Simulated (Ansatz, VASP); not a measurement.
# CoO in two plane-wave programs, part 2 of 2

Aim: how closely do two programs agree when they are given the same cell, functional and k mesh? The cell is taken from a series of runs on this material, whose earlier steps may have relaxed, scaled, displaced or heated it; both programs get it as it stands.

VASP 6.6.1 and Ansatz 0.2.0.

So far: The starting structure; Ansatz: single point, PBEsol, DFT+U.

In doubt: warnings of the run leave room for a lower electronic state (step 2), so energies may not be the lowest and differences between runs may mislead.

## Step 3: VASP: single point, PBEsol, DFT+U

Level of this step: PBEsol, DFT+U (Co d 3.5 eV), spin-polarised from an antiferromagnetic start; plane waves and PAW (Co, O) (VASP).

The same cell, functional, mesh and smearing now go to VASP, with its own data sets.

Lines of VASP's logs that name or quote its potential files are left out, and so is its time.

Input file INCAR:

```
SYSTEM = CoO
PREC = Accurate
ENCUT = 520
EDIFF = 1E-06
NELM = 200
ISMEAR = -1
SIGMA = 0.05
LREAL = .FALSE.
ALGO = Normal
GGA = PS
NBANDS = 23
ISPIN = 2
MAGMOM = 2.59 -2.59 -0.08 0.08
LDAU = .TRUE.
LDAUTYPE = 2
LDAUL = 2 -1
LDAUU = 3.5 0
LDAUJ = 0 0
LDAUPRINT = 1
LASPH = .TRUE.
LMAXMIX = 4
LORBIT = 11
LWAVE = .FALSE.
LCHARG = .FALSE.
ISIF = 2
GGA_COMPAT = .FALSE.
```

Input file POSCAR:

```
CoO
1.0
    0.0000000000      2.1315000000      2.1315000000
    4.2630000000      0.0000000000      4.2630000000
    4.2630000000      2.1315000000      2.1315000000
Co O
2 2
Direct
    0.0000000000      0.0000000000      0.0000000000
    0.0000000000      0.5000000000      0.0000000000
    0.5000000000      0.0000000000      0.5000000000
    0.5000000000      0.5000000000      0.5000000000
```

Input file KPOINTS:

```
Automatic mesh
0
Gamma
8 4 8
0 0 0
```

The projector-augmented-wave data sets are Co and O (PBE family, release 64).

Command:

```sh
> mpirun -np 1 vasp_std
```

Numbers of over 12 decimals in the logs are rounded to 6 here.

The program printed:

```text
[banner, memory and clock lines left out]
running    1 mpi-ranks, on    1 nodes
 distrk:  each k-point on    1 cores,    1 groups
 distr:  one band on    1 cores,    1 groups

 POSCAR found type information on POSCAR CoO
 POSCAR found :  2 types and       4 ions
|                                                                             |
|               ----> ADVICE to this user running VASP <----                  |
|                                                                             |
|     You enforced a specific xc type in the INCAR file but a different       |
|     [... a line on the potential file left out ...]
|     I HOPE YOU KNOW WHAT YOU ARE DOING!                                     |
|                                                                             |

 LDA part: xc-table for (Slater+PW92), standard interpolation
 POSCAR, INCAR and KPOINTS ok, starting setup
 FFT: planning ... GRIDC
 FFT: planning ... GRID_SOFT
 FFT: planning ... GRID
 WAVECAR not read
 entering main loop
       N       E                     dE             d eps       ncg     rms          rms(c)
DAV:   1     0.242115010289E+03    0.24212E+03   -0.14224E+04  3652   0.160E+03
DAV:   2    -0.214229445196E+01   -0.24426E+03   -0.22196E+03  3819   0.345E+02
DAV:   3    -0.268544804072E+02   -0.24712E+02   -0.23870E+02  4225   0.129E+02
DAV:   4    -0.274087997002E+02   -0.55432E+00   -0.55251E+00  4016   0.200E+01
DAV:   5    -0.274261538439E+02   -0.17354E-01   -0.17353E-01  4957   0.333E+00    0.221E+01
DAV:   6    -0.247799291250E+02    0.26462E+01   -0.33690E+01  5028   0.984E+01    0.236E+01
DAV:   7    -0.244867774036E+02    0.29315E+00   -0.11050E+01  4333   0.645E+01    0.111E+01
DAV:   8    -0.251428231856E+02   -0.65605E+00   -0.12794E+00  4323   0.140E+01    0.761E+00
DAV:   9    -0.251139883698E+02    0.28835E-01   -0.35414E-01  5296   0.132E+01    0.211E+00
DAV:  10    -0.252474345559E+02   -0.13345E+00   -0.17375E-01  4876   0.817E+00    0.813E-01
DAV:  11    -0.252689006084E+02   -0.21466E-01   -0.28394E-02  5166   0.300E+00    0.261E-01
DAV:  12    -0.252703505997E+02   -0.14500E-02   -0.50853E-03  4325   0.748E-01    0.148E-01
DAV:  13    -0.252708138490E+02   -0.46325E-03   -0.20326E-04  4741   0.254E-01    0.873E-02
DAV:  14    -0.252709779679E+02   -0.16412E-03   -0.23279E-04  5442   0.209E-01    0.325E-02
DAV:  15    -0.252709898461E+02   -0.11878E-04   -0.37399E-05  4264   0.669E-02    0.144E-02
DAV:  16    -0.252709889921E+02    0.85407E-06   -0.54162E-06  4271   0.237E-02
   1 F= -.25270989E+02 E0= -.25270083E+02  d E =-.181108E-02  mag=    -0.0000
```

From OUTCAR (step 3):

```text
ion  position               nearest neighbor table
   1  0.000  0.000  0.000-   3 2.13   4 2.13   4 2.13   3 2.13   4 2.13   4 2.13   2 3.01   2 3.01
                             2 3.01   2 3.01   2 3.01   2 3.01   2 3.01   2 3.01
   2  0.000  0.500  0.000-   3 2.13   4 2.13   3 2.13   4 2.13   3 2.13   3 2.13   1 3.01   1 3.01
                             1 3.01   1 3.01   1 3.01   1 3.01   1 3.01   1 3.01
   3  0.500  0.000  0.500-   1 2.13   2 2.13   2 2.13   1 2.13   2 2.13   2 2.13
   4  0.500  0.500  0.500-   1 2.13   2 2.13   1 2.13   2 2.13   1 2.13   1 2.13

  LATTYP: Found a simple tetragonal cell.
 ALAT       =     3.0143962082
 C/A-ratio  =     1.4142135624

 Subroutine GETGRP returns: Found 16 space group operations
 (whereof 16 operations were pure point group operations)

The static configuration has the point symmetry D_4h.

 Found     39 irreducible k-points:

   k-points           NKPTS =     39   k-points in BZ     NKDIM =     39   number of bands    NBANDS=     23

   dimension x,y,z NGX =    24 NGY =   48 NGZ =   40
   dimension x,y,z NGXF=    48 NGYF=   96 NGZF=   80

   ENCUT  =  520.0 eV  38.22 Ry    6.18 a.u.   5.60 11.21  9.71*2*pi/ulx,y,z

   NELECT =      30.0000    total number of electrons

 k-points in reciprocal lattice and weights: Automatic mesh
   0.00000000  0.00000000  0.00000000       0.004
   0.12500000  0.00000000  0.00000000       0.031
   0.25000000  0.00000000  0.00000000       0.031
   0.37500000  0.00000000  0.00000000       0.031
   0.50000000  0.00000000  0.00000000       0.008
   0.00000000  0.25000000  0.00000000       0.016
   0.12500000  0.25000000  0.00000000       0.062
   0.25000000  0.25000000  0.00000000       0.031
   0.37500000  0.25000000  0.00000000       0.062
[...]
0.50000000  0.00000000  0.50000000       0.004
   0.00000000  0.50000000  0.50000000       0.004

atom =   1  type =  1  l = 2

 onsite density matrix

spin component  1

  0.9671 -0.0000  0.0000  0.0000  0.0000
 -0.0000  0.9702 -0.0000  0.0000  0.0000
  0.0000 -0.0000  1.0130  0.0000  0.0014
  0.0000  0.0000  0.0000  0.9671 -0.0000
  0.0000  0.0000  0.0014 -0.0000  1.0114

spin component  2

  0.9595  0.0000  0.0000  0.0000  0.0000
  0.0000  0.0437 -0.0000 -0.0000 -0.0000
  0.0000 -0.0000  0.1438  0.0000  0.0167
  0.0000 -0.0000  0.0000  0.9595 -0.0000
  0.0000 -0.0000  0.0167 -0.0000  0.1245

 occupancies and eigenvectors

  o =  0.0437  v =  0.0000  0.0000  0.0000  0.0000  0.0000  0.0000 -1.0000 -0.0000  0.0000 -0.0000      0.0000  0.0000  0.0000  0.0000  0.0000  0.0000  0.0000  0.0000  0.0000  0.0000
  o =  0.1149  v =  0.0000  0.0000  0.0000  0.0000  0.0000  0.0000  0.0000 -0.5000 -0.0000  0.8660      0.0000  0.0000  0.0000  0.0000  0.0000  0.0000  0.0000  0.0000  0.0000  0.0000
  o =  0.1535  v =  0.0000  0.0000  0.0000  0.0000  0.0000  0.0000 -0.0000  0.8660 -0.0000  0.5000      0.0000  0.0000  0.0000  0.0000  0.0000  0.0000  0.0000  0.0000  0.0000  0.0000
  o =  0.9595  v =  0.0000  0.0000  0.0000  0.0000  0.0000  0.0000 -0.0000  0.0000 -1.0000  0.0000      0.0000  0.0000  0.0000  0.0000  0.0000  0.0000  0.0000  0.0000  0.0000  0.0000
  o =  0.9595  v =  0.0000  0.0000  0.0000  0.0000  0.0000  1.0000  0.0000  0.0000  0.0000  0.0000      0.0000  0.0000  0.0000  0.0000  0.0000  0.0000  0.0000  0.0000  0.0000  0.0000
  o =  0.9671  v =  0.0000 -0.0000 -0.0000  1.0000 -0.0000  0.0000  0.0000  0.0000  0.0000  0.0000      0.0000  0.0000  0.0000  0.0000  0.0000  0.0000  0.0000  0.0000  0.0000  0.0000
[...]
0.0000  0.0000  0.0167  0.0000  0.1245

spin component  2

  0.9671 -0.0000  0.0000  0.0000  0.0000
 -0.0000  0.9702  0.0000  0.0000 -0.0000
  0.0000  0.0000  1.0130  0.0000  0.0014
  0.0000  0.0000  0.0000  0.9671  0.0000
  0.0000 -0.0000  0.0014  0.0000  1.0114

 occupancies and eigenvectors

  o =  0.0437  v =  0.0000 -1.0000  0.0000  0.0000 -0.0000  0.0000  0.0000  0.0000  0.0000  0.0000      0.0000  0.0000  0.0000  0.0000  0.0000  0.0000  0.0000  0.0000  0.0000  0.0000
  o =  0.1149  v =  0.0000 -0.0000 -0.5000 -0.0000  0.8660  0.0000  0.0000  0.0000  0.0000  0.0000      0.0000  0.0000  0.0000  0.0000  0.0000  0.0000  0.0000  0.0000  0.0000  0.0000
  o =  0.1535  v =  0.0000  0.0000  0.8660  0.0000  0.5000  0.0000  0.0000  0.0000  0.0000  0.0000      0.0000  0.0000  0.0000  0.0000  0.0000  0.0000  0.0000  0.0000  0.0000  0.0000
  o =  0.9595  v =  0.0000 -0.0000  0.0000 -1.0000 -0.0000  0.0000  0.0000  0.0000  0.0000  0.0000      0.0000  0.0000  0.0000  0.0000  0.0000  0.0000  0.0000  0.0000  0.0000  0.0000
  o =  0.9595  v =  1.0000  0.0000  0.0000  0.0000  0.0000  0.0000  0.0000  0.0000  0.0000  0.0000      0.0000  0.0000  0.0000  0.0000  0.0000  0.0000  0.0000  0.0000  0.0000  0.0000
  o =  0.9671  v =  0.0000  0.0000  0.0000  0.0000  0.0000  0.0000  0.0000 -0.0000 -1.0000 -0.0000      0.0000  0.0000  0.0000  0.0000  0.0000  0.0000  0.0000  0.0000  0.0000  0.0000
  o =  0.9671  v =  0.0000  0.0000  0.0000  0.0000  0.0000  1.0000  0.0000  0.0000  0.0000  0.0000      0.0000  0.0000  0.0000  0.0000  0.0000  0.0000  0.0000  0.0000  0.0000  0.0000
  o =  0.9702  v =  0.0000  0.0000  0.0000  0.0000  0.0000  0.0000  1.0000 -0.0000  0.0000 -0.0000      0.0000  0.0000  0.0000  0.0000  0.0000  0.0000  0.0000  0.0000  0.0000  0.0000
  o =  1.0105  v =  0.0000  0.0000  0.0000  0.0000  0.0000  0.0000 -0.0000  0.5000 -0.0000 -0.8660      0.0000  0.0000  0.0000  0.0000  0.0000  0.0000  0.0000  0.0000  0.0000  0.0000
  o =  1.0138  v =  0.0000  0.0000  0.0000  0.0000  0.0000  0.0000  0.0000  0.8660 -0.0000  0.5000      0.0000  0.0000  0.0000  0.0000  0.0000  0.0000  0.0000  0.0000  0.0000  0.0000

 average (electrostatic) potential at core
       1 -81.0798       2 -81.0798       3 -67.7102       4 -67.7102

 E-fermi :   7.5444

 spin component 1
 k-point     1 :       0.0000    0.0000    0.0000
  band No.  band energies     occupation
    ...
     11       5.1012      1.00000
     12       5.1012      1.00000
     13       5.2596      1.00000
     14       5.8899      1.00000
     15       5.8905      1.00000
     16       7.6097      0.21295
     17       8.5825      0.00000
     18       8.9724      0.00000
     19      10.1034      0.00000
     20      13.8933      0.00000
    ...

 k-point     2 :       0.1250    0.0000    0.0000
  band No.  band energies     occupation
    ...
     11       4.5939      1.00000
     12       5.1595      1.00000
     13       5.4600      1.00000
     14       5.9882      1.00000
     15       6.0470      1.00000
     16       7.9104      0.00066
     17       8.9436      0.00000
     18      10.0126      0.00000
     19      10.3308      0.00000
     20      14.4033      0.00000
    ...

 k-point     3 :       0.2500    0.0000    0.0000
  band No.  band energies     occupation
    ...
     11       4.7096      1.00000
     12       5.3487      1.00000
     13       5.9198      1.00000
     14       6.4057      1.00000
     15       6.4400      1.00000
     16       8.4953      0.00000
     17       9.7410      0.00000
     18      10.8767      0.00000
     19      11.7042      0.00000
     20      14.9742      0.00000
    ...

 k-point     4 :       0.3750    0.0000    0.0000
  band No.  band energies     occupation
    ...
     11       4.9910      1.00000
     12       5.5221      1.00000
     13       6.1694      1.00000
     14       6.9803      0.99999
     15       7.1428      0.99968
     16       9.0714      0.00000
     17      10.5067      0.00000
     18      11.5032      0.00000
     19      12.6944      0.00000
     20      13.8298      0.00000
    ...

 k-point     5 :       0.5000    0.0000    0.0000
  band No.  band energies     occupation
    ...
     11       5.0969      1.00000
     12       5.6030      1.00000
     13       6.2812      1.00000
     14       7.2371      0.99786
     15       7.5376      0.53388
     16       9.3450      0.00000
     17      10.8304      0.00000
     18      11.9114      0.00000
     19      12.7155      0.00000
     20      12.9739      0.00000
    ...

 k-point     6 :       0.0000    0.2500    0.0000
  band No.  band energies     occupation
    ...
     11       4.4171      1.00000
     12       5.3183      1.00000
     13       5.8238      1.00000
     14       5.8447      1.00000
     15       6.3100      1.00000
     16       8.5022      0.00000
     17       9.7421      0.00000
     18      10.1552      0.00000
     19      11.3725      0.00000
     20      15.4607      0.00000
    ...

  Total        0.8841267     -2.1193413     -2.1193413      0.0000000      0.0000000     -0.0000000
  in kB       36.5686637    -87.6587909    -87.6587909      0.0000000      0.0000000     -0.0000000
  external PRESSURE =     -46.2496394 kB  Pullay stress =       0.0000000 kB

  energy-cutoff  :      520.00
  volume of cell :       38.74
      direct lattice vectors                 reciprocal lattice vectors
     0.000000000  2.131500000  2.131500000    -0.234576589  0.234576589  0.234576589
     4.263000000  0.000000000  4.263000000     0.000000000 -0.234576589  0.234576589
     4.263000000  2.131500000  2.131500000     0.234576589  0.234576589 -0.234576589

 POSITION                                       TOTAL-FORCE (eV/Angst)
 -----------------------------------------------------------------------------------
      0.00000      0.00000      0.00000         0.000000      0.000000     -0.000000
      2.13150      0.00000      2.13150         0.000000     -0.000000     -0.000000
      2.13150      2.13150      2.13150        -0.000000      0.000000     -0.000000
      4.26300      2.13150      4.26300         0.000000     -0.000000      0.000000
 -----------------------------------------------------------------------------------
    total drift:                                0.000000     -0.000000     -0.000000

  FREE ENERGIE OF THE ION-ELECTRON SYSTEM (eV)
  ---------------------------------------------------
  free  energy   TOTEN  =       -25.2709889921 eV

  energy  without entropy=      -25.2691779147  energy(sigma->0) =      -25.27008345

 total charge
# of ion       s       p       d       tot
------------------------------------------
    1        0.306   0.372   7.135   7.813
    2        0.306   0.372   7.135   7.813
    3        1.545   3.438   0.000   4.983
    4        1.545   3.438   0.000   4.983
--------------------------------------------------
tot          3.703   7.620  14.270  25.593

 magnetization (x)
# of ion       s       p       d       tot
------------------------------------------
    1        0.025   0.023   2.696   2.743
    2       -0.025  -0.023  -2.696  -2.743
    3       -0.009  -0.106   0.000  -0.116
    4        0.009   0.106   0.000   0.116
--------------------------------------------------
tot          0.000   0.000   0.000   0.000

[... 1 further part left out ...]
```

The gap is under twice the smearing width, so the edge states are partly filled and the run can't tell a small gap from a semimetal.

## Step 4: Side by side

Known differences besides the potentials themselves: VASP starts from the moments at which Ansatz ended; U acts on the PAW sphere in VASP and on atomic orbitals in Ansatz, so only states and trends compare; the data sets hold 46 valence electrons in Ansatz (on its PAW soft_1 files) and 30 in VASP; the cutoff is 420 eV in Ansatz and 520 eV in VASP; Ansatz makes its cores anew for this functional, VASP keeps those of its PBE data sets; site moments are counted in spheres of each program's own size. Total energies have different zeros and are not compared.

The two programs side by side:

```
          quantity  Ansatz   VASP  difference
moment on Co1 (μB)    2.59   2.74       -0.16
moment on Co2 (μB)   -2.59  -2.74       +0.16
 moment on O3 (μB)   -0.08  -0.12       +0.04
 moment on O4 (μB)    0.08   0.12       -0.04
```

## Step 5: Results

- difference in moment on Co1 (single point, PBEsol, DFT+U): -0.16 μB

What this shows: The difference in moment on Co1 is -0.16 μB (single point, PBEsol, DFT+U). The data sets hold unlike numbers of valence electrons (46 in Ansatz and 30 in VASP), so part of the differences comes from the potentials. How closely two codes agree says nothing of how well the functional describes the real material.

[Lines on the potential files, build, host, timing and source positions are cut from VASP's logs without a mark.]

[Logs are printed without paths, hosts, clocks, repeated set-up lines and the standing remarks that a program may print on its own settings, such as how far it seeks lower states.]

[Hosts, paths, dates, database ids (printed as entryN), source tags and the programs' standing remarks are cut or masked in the printed files.]
